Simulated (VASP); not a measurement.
Here is the system:

```xyz
4
Lattice="1.7683 -5.4242 0.0000 1.7683 5.4242 0.0000 0.0000 0.0000 2.9878" Properties=species:S:1:pos:R:3 pbc="T T T"
P      1.7683    -0.9196     0.6970
P      1.7683     0.9196     2.2409
Pd     1.7683    -3.5274     0.7470
Pd     1.7683     3.5274     2.2409
```

Calculation: PBEsol GGA, VASP's PBE PAW potentials (set 64) (plane waves; VASP). Run with 480 eV cut-off, 8×8×10 Γ-centred mesh, first-order Methfessel-Paxton smearing of 0.10 eV, potentials P Pd.

Task: Give the force on each atom (eV/Å).

Result: 
```csv
atom,Fx,Fy,Fz
P1,0.000,0.139,0.128
P2,0.000,-0.127,-0.105
Pd3,0.000,-0.017,-0.002
Pd4,0.000,0.004,-0.021
```

Task: Give the stress tensor in GPa (positive for a compressed cell).

Result: 
```
 0.88   0.00   0.00
 0.00  -0.21  -0.16
 0.00  -0.16   0.15
```
The pressure is its mean diagonal, 0.27 GPa.

The structure was generated: PPd was put into the CrB type (Cmcm), which need not be its known phase. This cell was strained or had an atom moved on purpose.
